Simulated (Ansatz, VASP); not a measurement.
# Mg7B36O61 (glassy 72B2O3-28MgO (mol %)): VASP beside Ansatz, part 2 of 2

Aim: how closely do two programs agree when they are given the same cell, functional and k mesh? Of the first pair: The structure shown is the start of the Ansatz relaxation below; VASP solves that cell, so the two are compared at the walk's first step.

VASP 6.6.1 and Ansatz 0.2.0.

So far. Step 3 (VASP: single point, RPBE, start cell, pair 1): The run ends at a pressure of -2.13 GPa, with forces up to 4.5 eV/Å.

### 5. Ansatz: relaxation, RPBE

Level of this step: Ansatz beside VASP: Kohn-Sham DFT, plane waves, RPBE (Ansatz).

This run makes the geometry at which the two programs are then compared. The cell compared in this pair holds 1185.00 Å³, against 1125.80 Å³ for the pair before.

The structure compared here is the end of the Ansatz relaxation.

input.yaml reads:

```yaml
crystal:
  lattice:
    - [10.40289, 0.0, 0.0]
    - [0.0, 10.40289, 0.0]
    - [0.0, 0.0, 10.40289]
  atoms:
    - { symbol: B, position: [0.14536, 0.85299, 0.15566] }
    - { symbol: B, position: [0.45874, 0.50567, 0.97318] }
    - { symbol: B, position: [0.65459, 0.143, 0.17797] }
    - { symbol: B, position: [0.35102, 0.2027, 0.01175] }
    - { symbol: B, position: [0.91222, 0.35771, 0.82192] }
    - { symbol: B, position: [0.79717, 0.31354, 0.03771] }
    - { symbol: B, position: [0.41518, 0.67143, 0.77857] }
    - { symbol: B, position: [0.61509, 0.53609, 0.42121] }
    - { symbol: B, position: [0.02149, 0.03815, 0.79934] }
    - { symbol: B, position: [0.59134, 0.29491, 0.37361] }
    - { symbol: B, position: [0.02731, 0.06905, 0.05816] }
    - { symbol: B, position: [0.7056, 0.54674, 0.06784] }
    - { symbol: B, position: [0.64366, 0.7917, 0.7247] }
    - { symbol: B, position: [0.21818, 0.41818, 0.62809] }
    - { symbol: B, position: [0.5609, 0.15822, 0.58806] }
    - { symbol: B, position: [0.79687, 0.78582, 0.10841] }
    - { symbol: B, position: [0.6022, 0.91976, 0.50131] }
    - { symbol: B, position: [0.29073, 0.46032, 0.16987] }
    - { symbol: B, position: [0.37659, 0.11466, 0.2626] }
    - { symbol: B, position: [0.17985, 0.30605, 0.85002] }
    - { symbol: B, position: [0.02774, 0.24118, 0.24473] }
    - { symbol: B, position: [0.93329, 0.43065, 0.36423] }
    - { symbol: B, position: [0.05627, 0.03259, 0.3721] }
    - { symbol: B, position: [0.99078, 0.60234, 0.89102] }
    - { symbol: B, position: [0.30194, 0.3195, 0.39436] }
    - { symbol: B, position: [0.39862, 0.79767, 0.14382] }
    - { symbol: B, position: [0.43262, 0.71557, 0.39745] }
    - { symbol: B, position: [0.04697, 0.63796, 0.64628] }
    - { symbol: B, position: [0.82308, 0.8897, 0.35253] }
    - { symbol: B, position: [0.25626, 0.75968, 0.58748] }
[... 68 atom lines left out ...]
    - { symbol: O, position: [0.58466, 0.19946, 0.27967] }
    - { symbol: O, position: [0.98887, 0.05081, 0.92788] }
    - { symbol: O, position: [0.30541, 0.39606, 0.2853] }
    - { symbol: O, position: [0.91698, 0.49062, 0.85926] }
    - { symbol: O, position: [0.45824, 0.18891, 0.93325] }
    - { symbol: O, position: [0.25284, 0.35376, 0.74272] }
kpoints:
  mp_grid: { grid: [1, 1, 1] }
hamiltonian:
  xc: rpbe
scf:
  occupations: { method: fixed }
output:
  forces: true
relax:
  f_tol: 0.05
  max_steps: 150
  cell: {}
```

The run is started by

```console
ansatz run input.yaml --threads 4 --pin off --max-ram 8192MiB --backend cpu --events-out ev --progress --plain --runs-dir out
```

Numbers of over 12 decimals in the logs are rounded to 6 here.

Log:

```text
[...]
Crystal: 104 atoms, lattice volume = 1125.802 Å³
Basis set: ecut = 420 eV, 22119 PW (Γ), exchange–correlation on 144×144×144 points (8 copies of the dense FFT grid, shifted against one another)
Bands: 376, of which v1, the nominal top of the filled ones, is band 272 counted from 1 (271 counted from 0)
Symmetry: 1 space group operations
[...]
k-points: 1
[...]
- { symbol: O, position: [0.883221, 0.286456, 0.477129] }
    - { symbol: O, position: [0.435375, 0.861850, 0.223597] }
    - { symbol: O, position: [0.735514, 0.728586, 0.790653] }
    - { symbol: O, position: [0.276569, 0.337128, 0.504609] }
    - { symbol: O, position: [-0.021354, 0.140244, 0.128631] }
    - { symbol: O, position: [0.748527, 0.575958, 0.508211] }
    - { symbol: O, position: [0.898357, 0.709957, 0.381825] }
[...]
- { symbol: O, position: [0.254789, 0.497574, 0.334650] }
    - { symbol: O, position: [0.914044, 0.505100, 0.859325] }
    - { symbol: O, position: [0.415980, 0.156619, 0.889333] }
    - { symbol: O, position: [0.233329, 0.323827, 0.732857] }
```

### 6. VASP: single point, RPBE, relaxed cell, pair 2

The same cell, functional and mesh now go to VASP, with its own data sets.

INCAR reads:

```
SYSTEM = Mg7B36O61
PREC = Accurate
ENCUT = 600
EDIFF = 1E-06
NELM = 120
ISMEAR = 0
SIGMA = 0.01
LREAL = Auto
ALGO = Normal
GGA = RP
NBANDS = 320
LORBIT = 11
LWAVE = .FALSE.
LCHARG = .FALSE.
ISIF = 2
LASPH = .TRUE.
GGA_COMPAT = .FALSE.
EFERMI = MIDGAP
NCORE = 2
```

POSCAR reads:

```
Mg7B36O61
1.0
   10.7872570000      0.3022920000      0.1827270000
    0.3022920000     10.7239050000      0.0188310000
    0.1827270000      0.0188310000     10.2548750000
B Mg O
36 7 61
Direct
    0.1988800000      0.8779300000      0.0418100000
    0.4312100000      0.5665100000      0.0146200000
    0.6416600000      0.1862400000      0.1590100000
    0.3234600000      0.1881500000      0.9848600000
    0.9139100000      0.3721600000      0.8272300000
    0.7417500000      0.3522700000      0.0173400000
    0.4038500000      0.6645000000      0.7882700000
    0.6462400000      0.5378000000      0.4447400000
    0.0296900000      0.9840500000      0.8092400000
    0.6295900000      0.3038300000      0.3888600000
    0.0375200000      0.0537400000      0.0455500000
    0.6630400000      0.5651300000      0.0929400000
    0.6196200000      0.7606600000      0.7477800000
    0.2097400000      0.3869100000      0.6146900000
    0.5795400000      0.1436200000      0.5672200000
    0.7575700000      0.7677100000      0.1672100000
    0.6249400000      0.8905500000      0.5512100000
    0.2688900000      0.5461700000      0.2097600000
    0.3472500000      0.1695600000      0.2450500000
    0.1571800000      0.2958700000      0.8395600000
    0.0123900000      0.1773100000      0.2523800000
    0.9411500000      0.3652900000      0.3868600000
    0.0369600000      0.9634200000      0.3504100000
    0.0213400000      0.5716100000      0.8744900000
    0.2827400000      0.3740100000      0.3759600000
    0.4293900000      0.8761000000      0.0943400000
    0.4763500000      0.7209700000      0.4654100000
    0.0740100000      0.6077600000      0.6340000000
    0.8234700000      0.8296700000      0.3912000000
    0.2624800000      0.7543300000      0.5898800000
[... 68 atom lines left out ...]
    0.6465900000      0.2181700000      0.2875000000
    0.9800000000      0.0259500000      0.9316200000
    0.2547900000      0.4975700000      0.3346500000
    0.9140400000      0.5051000000      0.8593300000
    0.4159800000      0.1566200000      0.8893300000
    0.2333300000      0.3238300000      0.7328600000
```

KPOINTS reads:

```
Automatic mesh
0
Gamma
1 1 1
0 0 0
```

PAW data sets: B, Mg and O (PBE family, release 64).

The run is started by

```console
mpirun -np 8 vasp_gam
```

Log:

```text
[banner, memory and clock lines left out]
running    8 mpi-ranks, on    1 nodes
[...]
[... a notice as in an earlier step ...]

 LDA part: xc-table for (Slater+PW92), standard interpolation
 POSCAR, INCAR and KPOINTS ok, starting setup
[...]
entering main loop
       N       E                     dE             d eps       ncg     rms          rms(c)
DAV:   1     0.482146469955E+04    0.48215E+04   -0.31589E+05   640   0.169E+03
DAV:   2    -0.424410270899E+03   -0.52459E+04   -0.50216E+04   784   0.403E+02
DAV:   3    -0.840574388204E+03   -0.41616E+03   -0.41241E+03   752   0.118E+02
DAV:   4    -0.848715253767E+03   -0.81409E+01   -0.81140E+01   752   0.177E+01
[...]
DAV:  18    -0.770307239838E+03    0.21208E-05   -0.10165E-05   736   0.123E-02    0.882E-03
DAV:  19    -0.770307238573E+03    0.12644E-05   -0.12676E-05   704   0.978E-03    0.265E-03
DAV:  20    -0.770307238422E+03    0.15129E-06   -0.14224E-06   520   0.304E-03
   1 F= -.77030724E+03 E0= -.77030724E+03  d E =0.000000E+00
```

From OUTCAR (step 6):

```text
  FREE ENERGIE OF THE ION-ELECTRON SYSTEM (eV)
  ---------------------------------------------------
  free  energy   TOTEN  =      -770.3072384220 eV

  energy  without entropy=     -770.3072384220  energy(sigma->0) =     -770.30723842

[... 1 further part left out ...]
```

The run ends at a pressure of -0.27 GPa, with forces up to 0.10 eV/Å.

### 7. Comparison

What differs besides the data sets and the points named for the pairs above, as far as they apply: the data sets hold 544 valence electrons in Ansatz (on its default PAW (the set named soft_2) files) and 488 in VASP; the cutoff is 420 eV in Ansatz and 600 eV in VASP (PREC = Accurate, projectors in real space). Total energies have different zeros and are not compared.

Compared:

```
              quantity  Ansatz   VASP  difference
        pressure (GPa)    0.00  -0.27       +0.27
gap on the k mesh (eV)   4.494  4.474      +0.020
```

Forces on 7 of the 104 atoms, those with the largest forces and the largest differences (eV/Å; atoms numbered as in POSCAR):

```
atom          Ansatz x, y, z            VASP x, y, z
 O46    0.003, 0.000, -0.005     0.005, 0.018, 0.086
 O47    -0.007, 0.009, 0.001    0.080, -0.017, 0.021
 O68   0.000, -0.004, -0.001  -0.077, -0.034, -0.050
 O74    -0.001, 0.001, 0.000    0.064, -0.056, 0.002
 O80  -0.006, -0.002, -0.004    0.024, 0.029, -0.095
 O85   -0.001, -0.001, 0.002    0.016, -0.088, 0.054
 O86    -0.002, 0.005, 0.003    0.060, 0.034, -0.063
```

The forces differ by 25 meV/Å r.m.s., where the r.m.s. force is 0.006 eV/Å in Ansatz and 0.025 eV/Å in VASP: the atoms lie near their places of rest in Ansatz, so a percentage would say little (all taken over all components). A gap on the mesh is an upper bound, since the band edges may lie between its points.

### 8. Outcome

| Item | Value |
| --- | --- |
| r.m.s. force difference (single point, RPBE, start cell, pair 1) | 2.1 % of the r.m.s. force |
| r.m.s. force difference (single point, RPBE, relaxed cell, pair 2) | 25 meV/Å |

**Reading.** The r.m.s. force difference is 25 meV/Å (single point, RPBE, relaxed cell, pair 2), beyond the 12 meV/Å picked in this series as the mark of a large difference. The data sets hold unlike numbers of valence electrons (544 in Ansatz and 488 in VASP), so part of the differences comes from the potentials. What causes the difference of the single point, RPBE, relaxed cell, pair 2 pair stays open here. Such differences can come from data sets, numerical settings and the points named under the comparisons, not from the functional's error against experiment.

[Lines on the potential files, build, host, timing and source positions are cut from VASP's logs without a mark.]

[Logs are printed without paths, hosts, clocks, repeated set-up lines and the standing remarks that a program may print on its own settings, such as how far it seeks lower states.]

[Hosts, paths, dates, database ids (printed as entryN), source tags and the programs' standing remarks are cut or masked in the printed files.]
